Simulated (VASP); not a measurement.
A convergence study with VASP on Li2O (antifluorite): one setting is varied, all else stays as given below, so the limit is that of these other settings.

```
CELL_PARAMETERS angstrom
      0.00000     2.31000     2.31000
      2.31000     0.00000     2.31000
      2.31000     2.31000     0.00000
ATOMIC_POSITIONS crystal
  Li 0.25000 0.25000 0.25000
  Li 0.75000 0.75000 0.75000
  O  0.00000 0.00000 0.00000
```

These are PBE GGA, VASP's PBE PAW potentials (set 64) (plane waves; VASP) values and carry that method's errors. The tightest run used: 700 eV cut-off, 13×13×13 Monkhorst-Pack mesh, Gaussian smearing of 0.050 eV, potentials Li_sv O.

The settings run are 1×1×1 mesh; 2×2×2 mesh; 3×3×3 mesh; 4×4×4 mesh; 5×5×5 mesh; 6×6×6 mesh; 7×7×7 mesh; 8×8×8 mesh; 9×9×9 mesh; 10×10×10 mesh; 11×11×11 mesh; 12×12×12 mesh; 13×13×13 mesh. From which on does the stress (every component) stay within 0.5 GPa of the tightest run?

From 2×2×2 mesh on: it is off by 0.03 there and by no more than 0.5 in any finer run, while 1×1×1 mesh is off by 46.22.
| setting | E (eV/atom) | pressure (GPa) | irreducible k-points | difference judged (GPa) |
|---|---|---|---|---|
| 1×1×1 mesh | -2.0864 | 46.05 | 1 | 46.22 |
| 2×2×2 mesh | -4.7855 | -0.19 | 2 | 0.03 |
| 3×3×3 mesh | -4.7769 | -0.07 | 4 | 0.10 |
| 4×4×4 mesh | -4.7851 | -0.17 | 10 | 0.00 |
| 5×5×5 mesh | -4.7849 | -0.16 | 10 | 0.00 |
| 6×6×6 mesh | -4.7851 | -0.16 | 28 | 0.00 |
| 7×7×7 mesh | -4.7850 | -0.17 | 20 | 0.00 |
| 8×8×8 mesh | -4.7850 | -0.17 | 60 | 0.00 |
| 9×9×9 mesh | -4.7851 | -0.17 | 35 | 0.00 |
| 10×10×10 mesh | -4.7850 | -0.17 | 110 | 0.00 |
| 11×11×11 mesh | -4.7851 | -0.17 | 56 | 0.00 |
| 12×12×12 mesh | -4.7850 | -0.17 | 182 | 0.00 |
| 13×13×13 mesh | -4.7851 | -0.17 | 84 | 0.00 |

Left out are rungs that failed or repeat a setting and relaxations that didn't move; long series are thinned to 24 rows.

The compound is Li2O in the antifluorite structure. The cell was not relaxed at this level.
